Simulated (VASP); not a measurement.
VASP input:

**INCAR**
```
AGGAC = 0.0
ALGO = Normal
EDIFF = 1E-7
ENCUT = 520
GGA = ML
ISIF = 2
ISMEAR = 1
LASPH = .TRUE.
LCHARG = .FALSE.
LMAXMIX = 6
LREAL = .FALSE.
LUSE_VDW = .TRUE.
LWAVE = .FALSE.
NELM = 100
PREC = Accurate
SIGMA = 0.1
SYSTEM = Ta
ZAB_VDW = -1.8867
```

File POSCAR:
```
Ta
1
   -1.7234358271     1.7234358271     1.7234358271
    1.7234358271    -1.7234358271     1.7234358271
    1.7234358271     1.7234358271    -1.7234358271
Ta
1
Direct
  0.0000000000   0.0000000000   0.0000000000
```

### KPOINTS
```
K-points
0
G
 15 15 15
0 0 0
```

POTCAR, in this order: Ta_pv (PBE.64 set). Program: vasp_std.

Task: Translate this vdW-DF2 calculation to Quantum ESPRESSO's pw.x.

Result: One equivalent input (not run):
```
&CONTROL
  calculation = 'scf'
  pseudo_dir = './pseudo'
  outdir = './out'
  tprnfor = .true.
  tstress = .true.
/
&SYSTEM
  ibrav = 0
  nat = 1
  ntyp = 1
  ecutwfc = 58
  occupations = 'smearing'
  smearing = 'methfessel-paxton'
  degauss = 0.00735
  input_dft = 'vdw-df2'
/
&ELECTRONS
  conv_thr = 7.3e-09
  electron_maxstep = 100
/
ATOMIC_SPECIES
  Ta 180.948 Ta.upf
CELL_PARAMETERS angstrom
    -1.7234358    1.7234358    1.7234358
     1.7234358   -1.7234358    1.7234358
     1.7234358    1.7234358   -1.7234358
ATOMIC_POSITIONS crystal
  Ta   0.0000000  0.0000000  0.0000000
K_POINTS automatic
  15 15 15 0 0 0
```
Limits of the translation: the potentials are each code's own (VASP's PAW set, PseudoDojo norm-conserving files in pw.x), so ENCUT and ecutwfc are chosen apart and not converted; conv_thr bounds pw.x's estimated SCF error, while EDIFF bounds the energy change between steps.

The compound is Ta in the bcc structure. This cell is one point of a volume scan, at 1.06 of the reference volume.
